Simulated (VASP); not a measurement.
An input for Quantum ESPRESSO's pw.x (written as the equivalent of a VASP run, and not itself run):

```
&CONTROL
  calculation = 'vc-relax'
  pseudo_dir = './pseudo'
  outdir = './out'
  tprnfor = .true.
  tstress = .true.
  nstep = 60
  forc_conv_thr = 0.00039
/
&SYSTEM
  ibrav = 0
  nat = 2
  ntyp = 2
  ecutwfc = 96
  occupations = 'smearing'
  smearing = 'methfessel-paxton'
  degauss = 0.00735
  input_dft = 'pbesol'
/
&ELECTRONS
  conv_thr = 7.3e-08
  electron_maxstep = 100
/
&IONS
/
&CELL
/
ATOMIC_SPECIES
  Co 58.933 Co.upf
  P 30.974 P.upf
CELL_PARAMETERS angstrom
     2.7675354    0.0000000    0.0000000
    -0.0000000    2.7675354    0.0000000
    -0.0000000   -0.0000000    2.7675354
ATOMIC_POSITIONS crystal
  Co   1.0000000  1.0000000  0.0000000
  P    0.5000000  0.5000000  0.5000000
K_POINTS automatic
  12 12 12 0 0 0
```

Q: Write the VASP files for the same calculation (PBEsol).

A: Several could match; the one computed here: 
### INCAR
```
# general
SYSTEM  = CoP
PREC    = Accurate
ENCUT   = 400
LREAL   = .FALSE.
LASPH   = .TRUE.   # aspherical one-centre terms

# electronic loop
EDIFF   = 1E-6
NELM    = 100
ALGO    = Normal   # blocked Davidson
LMAXMIX = 4

# smearing
ISMEAR  = 1   # Methfessel-Paxton
SIGMA   = 0.1   # width (eV)

# functional
GGA     = PS   # PBEsol

# ions
IBRION  = 2   # conjugate gradients
NSW     = 60
ISIF    = 3   # ions, shape and volume
EDIFFG  = -0.01

# output
LWAVE   = .FALSE.
LCHARG  = .FALSE.
```

File KPOINTS:
```
Automatic mesh
0
gamma
 12 12 12
0 0 0
```

### POSCAR
```
CoP
1
    2.7675353514     0.0000000000     0.0000000000
   -0.0000000000     2.7675353514     0.0000000000
   -0.0000000000    -0.0000000000     2.7675353514
Co P
1 1
Direct
  1.0000000000   1.0000000000   0.0000000000
  0.5000000000   0.5000000000   0.5000000000
```

POTCAR, in this order: Co P (PBE.64 set). Program: vasp_std.

What does not carry over: the potentials are each code's own (VASP's PAW set, PseudoDojo norm-conserving files in pw.x), so ENCUT and ecutwfc are chosen apart and not converted; conv_thr bounds pw.x's estimated SCF error, while EDIFF bounds the energy change between steps; forc_conv_thr acts on force components and is met together with etot_conv_thr.

The structure was generated: CoP was put into the CsCl type type (Pm-3m), which need not be its known phase. It was relaxed first, which changed the volume by -24 %. The start is the result of an earlier pass.
